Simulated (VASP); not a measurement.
An input for Quantum ESPRESSO's pw.x (written as the equivalent of a VASP run, and not itself run):

```
&CONTROL
  calculation = 'vc-relax'
  pseudo_dir = './pseudo'
  outdir = './out'
  tprnfor = .true.
  tstress = .true.
  nstep = 30
  forc_conv_thr = 0.00039
/
&SYSTEM
  ibrav = 0
  nat = 3
  ntyp = 2
  ecutwfc = 86
  occupations = 'smearing'
  smearing = 'gaussian'
  degauss = 0.003675
  input_dft = 'pbe'
  vdw_corr = 'grimme-d3'
  dftd3_version = 3
  dftd3_threebody = .false.
/
&ELECTRONS
  conv_thr = 7.3e-09
  electron_maxstep = 100
/
&IONS
/
&CELL
  cell_dofree = 'shape'
/
ATOMIC_SPECIES
  Sn 118.710 Sn.upf
  Se 78.971 Se.upf
CELL_PARAMETERS angstrom
     1.9487074   -3.3752604    0.0000000
     1.9487074    3.3752604    0.0000000
     0.0000000    0.0000000    6.3429893
ATOMIC_POSITIONS crystal
  Sn   1.0000000  0.0000000  0.0000000
  Se   0.3333330  0.6666670  0.2537146
  Se   0.6666670  0.3333330  0.7462854
K_POINTS automatic
  7 7 4 0 0 0
```

Question: Translate this input to VASP (INCAR, KPOINTS, POSCAR, choice of POTCAR).

Answer: One answer among several that fit: 
### KPOINTS
```
K-points
0
gamma
 7 7 4
```

File POSCAR:
```
SnSe2
1
    1.9487073916    -3.3752604334     0.0000000000
    1.9487073916     3.3752604334     0.0000000000
    0.0000000000     0.0000000000     6.3429893201
Sn Se
1 2
Direct
  1.0000000000   0.0000000000   0.0000000000
  0.3333330000   0.6666670000   0.2537145621
  0.6666670000   0.3333330000   0.7462854379
```

INCAR:
```
ALGO = Normal
EDIFF = 1E-7
EDIFFG = -0.01
ENCUT = 520
GGA = PE
IBRION = 2
ISIF = 4
ISMEAR = 0
IVDW = 11
LASPH = .TRUE.
LCHARG = .FALSE.
LMAXMIX = 4
LREAL = .FALSE.
LWAVE = .FALSE.
NELM = 100
NSW = 30
PREC = Accurate
SIGMA = 0.05
SYSTEM = SnSe2
```

POTCAR, in this order: Sn_d Se (PBE.64 set). Program: vasp_std.

What does not carry over: the potentials are each code's own (VASP's PAW set, PseudoDojo norm-conserving files in pw.x), so ENCUT and ecutwfc are chosen apart and not converted; conv_thr bounds pw.x's estimated SCF error, while EDIFF bounds the energy change between steps; forc_conv_thr acts on force components and is met together with etot_conv_thr.

The compound is SnSe2 in the 1T layered structure. This cell is one point of a volume scan, at 1.03 of the reference volume. Symmetry was kept, so distortions that lower it aren't found.
